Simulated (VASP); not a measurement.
Consider the following.

```
CELL_PARAMETERS angstrom
      0.00000     2.10518     2.10518
      2.10518     0.00000     2.10518
      2.10518     2.10518     0.00000
ATOMIC_POSITIONS crystal
  Mg 0.00000 0.00000 0.00000
  O  0.50000 0.50000 0.50000
```

Method: PBEsol GGA, VASP's PBE PAW potentials (set 64) (plane waves; VASP 6.6.1). Settings: 520 eV cut-off, Gaussian smearing of 0.050 eV, potentials Mg O.

Give the energies of bands 2 to 6 at the high-symmetry points, in eV from the valence-band maximum.

| band | Γ | X | U | L | W |
|---|---|---|---|---|---|
| 2 | 0.00 | -4.15 | -3.55 | -4.69 | -3.01 |
| 3 | 0.00 | -1.37 | -2.75 | -0.66 | -3.01 |
| 4 | 0.00 | -1.37 | -1.16 | -0.66 | -1.80 |
| 5 | 4.65 | 8.92 | 9.93 | 7.75 | 11.51 |
| 6 | 15.64 | 9.89 | 11.70 | 12.52 | 11.51 |

The gap is direct, 4.65 eV, from the valence maximum at Γ to the conduction minimum at Γ.

The structure was generated: MgO was put into the rock salt type (Fm-3m), which need not be its known phase. It was relaxed first, which changed the volume by -17 %.
